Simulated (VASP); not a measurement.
Write the native input for VASP 6.6.1 that does the following.

| Quantity | Value |
| --- | --- |
| Task | density of states |
| Functional | PBE |
| Potentials or basis | VASP PAW PBE potentials, release 64 (Si, Mo_sv) |
| Cutoff | 520 eV |
| k mesh | 16 × 16 × 16 |
| Occupations | methfessel-paxton, width 0.1 eV |
| Spin | no spin polarisation |
| k mesh for the DOS | 24 × 24 × 24 |
| Occupations for the DOS | tetrahedron |
| Further INCAR settings | ALGO = Normal; EDIFF = 1e-06 |

Crystal: Si2Mo.

```
Si Mo
1.0
    -1.59595    1.59595    3.91206
     1.59595   -1.59595    3.91206
     1.59595    1.59595   -3.91206
Si Mo
2 1
Cartesian
  0.0000 0.0000 2.6217
  0.0000 0.0000 5.2025
  0.0000 0.0000 0.0000
```

These files were run (other wordings do the same):

POSCAR

```
Si2Mo                                   
1.0
   -1.5959480887      1.5959480887      3.9120600011
    1.5959480887     -1.5959480887      3.9120600011
    1.5959480887      1.5959480887     -3.9120600011
  Si              Mo            
     2     1
Direct
     0.3350752359360774    0.3350752359360774    0.0000000000000000
     0.6649247640639225    0.6649247640639225    0.0000000000000000
     0.0000000000000000    0.0000000000000000    0.0000000000000000
```

INCAR.step1

```
SYSTEM = Si2Mo
ALGO = Normal
EDIFF = 1E-6
ENCUT = 520
GGA = PE
ISIF = 2
ISMEAR = 1
KPAR = 4
LASPH = .True.
LCHARG = .True.
LMAXMIX = 4
LREAL = .False.
LWAVE = .False.
NELM = 80
PREC = Accurate
SIGMA = 0.1
```

KPOINTS.step1

```
k-points
0
Gamma
  16 16 16
  0 0 0
```

INCAR.step2

```
SYSTEM = Si2Mo
ALGO = Normal
EDIFF = 1E-6
ENCUT = 520
GGA = PE
ICHARG = 11
ISIF = 2
ISMEAR = -5
KPAR = 4
LASPH = .True.
LCHARG = .False.
LMAXMIX = 4
LORBIT = 10
LREAL = .False.
LWAVE = .False.
NEDOS = 2001
NELM = 80
PREC = Accurate
SIGMA = 0.1
```

KPOINTS.step2

```
k-points
0
Gamma
  24 24 24
  0 0 0
```

Potentials or basis: VASP PAW PBE potentials, release 64 (Si, Mo_sv).

Launch:

```sh
$ cat potpaw_PBE.64/Si/POTCAR potpaw_PBE.64/Mo_sv/POTCAR > POTCAR
$ cp INCAR.step1 INCAR
$ cp KPOINTS.step1 KPOINTS
$ mpirun -np 4 vasp_std > vasp.out
$ cp INCAR.step2 INCAR
$ cp KPOINTS.step2 KPOINTS
$ mpirun -np 4 vasp_std > vasp.out
```

Results of the run:

```yaml
Valence_electrons_inside_the_program's_atomic_spheres: Si 1.62; Mo 12.70
```

Wall time 2.3 min on 4 MPI ranks on AMD EPYC 9R45 (Zen 5) (shared host), peak memory 0.7 GiB a rank.
